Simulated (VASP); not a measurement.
```
CELL_PARAMETERS angstrom
      0.00000     2.87839     2.87839
      2.87839     0.00000     2.87839
      2.87839     2.87839     0.00000
ATOMIC_POSITIONS crystal
  Y  0.50000 0.50000 0.50000
  Se 0.00000 0.00000 0.00000
```

Method: PBEsol GGA, VASP's PBE PAW potentials (set 64) (plane waves; VASP). Settings: 300 eV cut-off, 8×8×8 Γ-centred mesh, Gaussian smearing of 0.20 eV, potentials Y_sv Se.

Problem. Give the energies of bands 6 to 11 at the high-symmetry points, in eV from the Fermi level.

Solution. 
```
band      Γ      X      U      L      W
----  -----  -----  -----  -----  -----
6     -2.98  -5.42  -5.33  -6.81  -5.11
7     -2.98  -3.85  -5.25  -4.82  -5.03
8     -2.98  -3.85  -4.38  -4.82  -5.03
9     -0.20  -2.12  -0.53   1.67   0.82
10    -0.20   1.65   2.57   2.27   0.82
11    -0.20   2.36   2.64   2.27   2.23
```

It has no gap at this level: it comes out as a metal or semimetal.

The structure comes from a computed database's YSe entry (Fm-3m); how it stands against other phases isn't given here. The cell was not relaxed at this level. The electron count is odd and the run is not spin-polarised, which forces a metal.
